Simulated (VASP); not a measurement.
Here is the system:

```yaml
crystal:
  lattice:
    - [4.05960, 0.00000, 0.00000]
    - [0.00000, 4.05960, 0.00000]
    - [0.00000, 0.00000, 5.12040]
  atoms:
    - { symbol: Pb, position: [0.50000, 0.00000, 0.76500] }
    - { symbol: Pb, position: [0.00000, 0.50000, 0.23500] }
    - { symbol: O, position: [0.50000, 0.50000, 0.00000] }
    - { symbol: O, position: [0.00000, 0.00000, 0.00000] }
```

The numbers are results of PBE GGA, VASP's PBE PAW potentials (set 64) (plane waves; VASP), not measurements. Numerical set-up: ADDGRID = .TRUE., 520 eV cut-off, 5×5×4 Γ-centred mesh, Gaussian smearing of 0.050 eV, potentials Pb_d O.

**Question.** Estimate the energy per atom (σ→0), largest force.

**Answer.** 
- energy per atom (σ→0): -5.372 eV/atom
- largest force: 0.299 eV/Å

Total energies compare only between runs with the same potentials, cut-off and functional.

The compound is PbO in the litharge structure. The cell was not relaxed at this level. The run is one of a series of settings (ADDGRID = .TRUE. against the base run), some of them coarse on purpose.
